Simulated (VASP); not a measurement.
Data:

```xyz
3
Lattice="0.0000 3.0588 3.0588 3.0588 0.0000 3.0588 3.0588 3.0588 0.0000" Properties=species:S:1:pos:R:3 pbc="T T T"
Al     1.5294     1.5294     1.5294
Al     4.5883     4.5883     4.5883
Au     0.0000     0.0000     0.0000
```

Calculation: revTPSS meta-GGA, VASP's PBE PAW potentials (set 64) (plane waves; VASP). Run with 520 eV cut-off, 9×9×9 Γ-centred mesh, first-order Methfessel-Paxton smearing of 0.10 eV, potentials Al Au.

Question: Give the stress tensor in GPa (positive for a compressed cell).

Answer: 
```
-5.74   0.00   0.00
 0.00  -5.74   0.00
 0.00   0.00  -5.74
```
The pressure is its mean diagonal, -5.74 GPa.

The compound is AuAl2 in the fluorite structure. This cell is one point of a volume scan, at 1.06 of the reference volume. The electron count is odd and the run is not spin-polarised, which forces a metal.
